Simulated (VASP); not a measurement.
An input for Quantum ESPRESSO's pw.x (written as the equivalent of a VASP run, and not itself run):

```
&CONTROL
  calculation = 'scf'
  pseudo_dir = './pseudo'
  outdir = './out'
  tprnfor = .true.
  tstress = .true.
/
&SYSTEM
  ibrav = 0
  nat = 2
  ntyp = 2
  ecutwfc = 84
  occupations = 'smearing'
  smearing = 'methfessel-paxton'
  degauss = 0.00735
  input_dft = 'pbe'
/
&ELECTRONS
  conv_thr = 7.3e-08
  electron_maxstep = 100
/
ATOMIC_SPECIES
  Zn 65.380 Zn.upf
  Au 196.967 Au.upf
CELL_PARAMETERS angstrom
     3.1545170    0.0000000    0.0000000
     0.0000000    3.0999130    0.0000000
     0.0000000    0.0000000    3.1546490
ATOMIC_POSITIONS crystal
  Zn   0.5000000  0.5000000  0.5000000
  Au   0.0200470  0.0000000  0.0000000
K_POINTS automatic
  10 11 10 0 0 0
HUBBARD {ortho-atomic}
U Zn-3d 4
```

Q: Write the VASP files for the same calculation (PBE+U).

A: Several could match; the one computed here: 
**INCAR**
```
! general
SYSTEM   =AuZn
PREC     =Accurate
ENCUT    =400
LREAL    =.FALSE.
LASPH    =.TRUE.

! electronic loop
EDIFF    =1E-6   ! SCF stop (eV)
NELM     =100   ! most electronic steps
ALGO     =Normal   ! blocked Davidson
LMAXMIX  =6

! smearing
ISMEAR   =1
SIGMA    =0.1   ! width (eV)

! functional
GGA      =PE   ! PBE

! DFT+U
LDAU     =.TRUE.
LDAUTYPE =2
LDAUL    =2 -1
LDAUU    =4.0 0
LDAUJ    =0 0
LDAUPRINT=1

! ions
ISIF     =2   ! forces and stress, cell fixed

! output
LWAVE    =.FALSE.
LCHARG   =.FALSE.
LORBIT   =10
```

POSCAR:
```
AuZn
1
    3.1545170000     0.0000000000     0.0000000000
    0.0000000000     3.0999130000     0.0000000000
    0.0000000000     0.0000000000     3.1546490000
Zn Au
1 1
Direct
  0.5000000000   0.5000000000   0.5000000000
  0.0200470000   0.0000000000   0.0000000000
```

**KPOINTS**
```
Automatic mesh
0
Gamma
10 11 10
0 0 0
```

POTCAR, in this order: Zn Au (PBE.64 set). Program: vasp_std.

Limits of the translation: the potentials are each code's own (VASP's PAW set, PseudoDojo norm-conserving files in pw.x), so ENCUT and ecutwfc are chosen apart and not converted; conv_thr bounds pw.x's estimated SCF error, while EDIFF bounds the energy change between steps; the +U projectors differ (PAW spheres against orthogonalised atomic orbitals), so the same U acts differently.

The compound is AuZn in the CsCl type structure. The cell was not relaxed at this level, atoms are displaced from their ideal sites. The run is one of a series of settings (LDAU = .TRUE., LDAUJ = 0 0, LDAUL = 2 -1, LDAUTYPE = 2, LDAUU = 4.0 0 against the base run), some of them coarse on purpose.
